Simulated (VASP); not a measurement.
Data:

```
CELL_PARAMETERS angstrom
     -2.78262     2.78262     2.78262
      2.78262    -2.78262     2.78262
      2.78262     2.78262    -2.78262
ATOMIC_POSITIONS crystal
  Rb 0.00000 0.00000 0.00000
```

All values below come from PBE GGA, VASP's PBE PAW potentials (set 64) (plane waves; VASP). Settings: 300 eV cut-off, 7×7×7 Γ-centred mesh, Gaussian smearing of 0.10 eV, potentials Rb_sv.

At this cut-off the stress carries a Pulay error, which pulls relaxed volumes low. Energy and stress use the plane-wave basis of the starting cell.

**Question.** The ions, cell shape and volume are relaxed. Which structure does the run end with?

**Answer.** 
```
CELL_PARAMETERS angstrom
     -2.81795     2.81795     2.81795
      2.81795    -2.81795     2.81795
      2.81795     2.81795    -2.81795
ATOMIC_POSITIONS crystal
  Rb 0.00000 0.00000 0.00000
```
Space group Im-3m (229), at a tolerance of 0.03 Å.

**Question.** How do energy and volume change from the first to the last step?

**Answer.** The energy (σ→0) changes by -1.1 meV/atom and the volume by +3.9 %, in 3 ionic steps.

| step | E(σ→0) (eV) | max force (eV/Å) | pressure (GPa) | volume (Å³) |
|---|---|---|---|---|
| 1 | -0.9352 | 0.000 | 0.12 | 86.18 |
| 2 | -0.9358 | 0.000 | 0.09 | 87.01 |
| 3 | -0.9363 | 0.000 | -0.01 | 89.51 |

The structure is a typed Rb crystal. This run relaxes it. Symmetry was kept, so distortions that lower it aren't found. The run is one of a series of settings (EDIFFG = -0.01, IBRION = 2, ISIF = 3, NSW = 50 against the base run), some of them coarse on purpose.
